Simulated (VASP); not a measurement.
Computed with r2SCAN meta-GGA, VASP's PBE PAW potentials (set 64) (plane waves; VASP).

VASP ran on this input.

**KPOINTS**
```
Automatic mesh
0
Gamma
10 10 10
0 0 0
```

POSCAR:
```
Ba
1
   -2.5399915396     2.5399915396     2.5526914973
    2.5399915396    -2.5399915396     2.5526914973
    2.5399915396     2.5399915396    -2.5526914973
Ba
1
Direct
  0.0000000000   0.0000000000   0.0000000000
```

**INCAR**
```
ALGO=Normal
EDIFF=1E-7
ENCUT=480
ISIF=2
ISMEAR=1
LASPH=.TRUE.
LCHARG=.FALSE.
LMAXMIX=4
LMIXTAU=.TRUE.
LREAL=.FALSE.
LWAVE=.FALSE.
METAGGA=R2SCAN
NELM=100
PREC=Accurate
SIGMA=0.1
SYSTEM=Ba
```

POTCAR, in this order: Ba_sv (PBE.64 set). Program: vasp_std.

Unless said otherwise, spin-orbit coupling is left out, though it shifts the bands of the heavy elements here.

Problem. Predict the energy per atom (σ→0), band gap (on the k-mesh).

Solution. 
```json
{
  "energy per atom (σ→0)": "-26.431 eV/atom",
  "band gap (on the k-mesh)": "none (metal, semimetal or under 0.01 eV)"
}
```

File OSZICAR:
```
...
DAV:  38    -0.264312614562E+02   -0.87105E-05   -0.59451E-05  2177   0.725E-02    0.377E-02
DAV:  39    -0.264312714702E+02   -0.10014E-04   -0.20412E-05  1957   0.528E-02    0.110E-02
DAV:  40    -0.264312717779E+02   -0.30771E-06   -0.12409E-05  1856   0.449E-02    0.493E-03
DAV:  41    -0.264312711843E+02    0.59353E-06   -0.27566E-06  1862   0.221E-02    0.480E-03
DAV:  42    -0.264312718627E+02   -0.67834E-06   -0.27152E-06  1875   0.215E-02    0.260E-03
DAV:  43    -0.264312710002E+02    0.86252E-06   -0.12580E-06  1853   0.147E-02    0.111E-03
DAV:  44    -0.264312709044E+02    0.95745E-07   -0.33243E-07  2009   0.744E-03
   1 F= -.26431271E+02 E0= -.26431152E+02  d E =-.355947E-03
```

The compound is Ba in the bcc structure. This cell was strained or had an atom moved on purpose.
